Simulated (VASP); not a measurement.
An input for Ansatz (written as the equivalent of a VASP run, and not itself run):

Ansatz 0.2 input:
```yaml
crystal:
  lattice:
    - [5.6749740, 0.0000000, 0.0000000]
    - [0.0000000, 5.8360180, 0.0000000]
    - [0.0000000, 0.0000000, 5.3426660]
  atoms:
    - { symbol: Pb, position: [0.4874030, 0.2674340, 0.7570700] }
    - { symbol: Pb, position: [0.5192330, 0.7173540, 0.2578150] }
    - { symbol: Pb, position: [0.0184230, 0.2736670, 0.2434890] }
    - { symbol: Pb, position: [0.9693490, 0.7298610, 0.7402400] }
    - { symbol: O, position: [0.1150690, 0.3756360, 0.8773030] }
    - { symbol: O, position: [0.8890730, 0.6164630, 0.3569890] }
    - { symbol: O, position: [0.3862950, 0.3954770, 0.3711090] }
    - { symbol: O, position: [0.6151550, 0.6241070, 0.8741040] }
kpoints:
  mp_grid: { grid: [3, 3, 3] }
hamiltonian:
  xc: pbesol
  pseudopotentials: { kind: paw }
scf:
  occupations: { method: fermi_dirac, width: 0.01 }
  max_iter: 100
output: { forces: true, stress: true, eigenvalues: true }
```

Q: Translate this input to VASP (INCAR, KPOINTS, POSCAR, choice of POTCAR).

A: One answer among several that fit: 
**KPOINTS**
```
Automatic mesh
0
Gamma
3 3 3
0 0 0
```

**INCAR**
```
SYSTEM = PbO
PREC = Accurate; ENCUT = 400; LREAL = F
LASPH = T
EDIFF = 1E-6; NELM = 100; ALGO = Normal
LMAXMIX = 4
ISMEAR = -1; SIGMA = 0.01
GGA = PS
ISIF = 2
LWAVE = F; LCHARG = F
```

### POSCAR
```
PbO
1.0
  5.6749740000   0.0000000000   0.0000000000
  0.0000000000   5.8360180000   0.0000000000
  0.0000000000   0.0000000000   5.3426660000
Pb O
4 4
Cartesian
  2.7659993525   1.5607496378   4.0447721486
  2.9466337749   4.1864908564   1.3774194348
  0.1045500460   1.5971255380   1.3008804017
  5.5010303719   4.2594819335   3.9548550798
  0.6530135832   2.1922184574   4.6871369098
  5.0454661591   3.5976891643   1.9072729927
  2.1922140813   2.3080108906   1.9827114366
  3.4909886310   3.6422996859   4.6700457213
```

POTCAR, in this order: Pb_d O (PBE.64 set). Program: vasp_std.

What does not carry over: each code has its own PAW files, so the cut-off isn't converted (ENCUT is set for VASP's; basis.ecutwfc is left out, and Ansatz then takes the one that its files recommend); Ansatz stops its SCF on the density residual and VASP on the energy change (EDIFF).

The structure comes from a computed database's PbO entry; how it stands against other phases isn't given here. The cell was not relaxed at this level, atoms are displaced from their ideal sites.
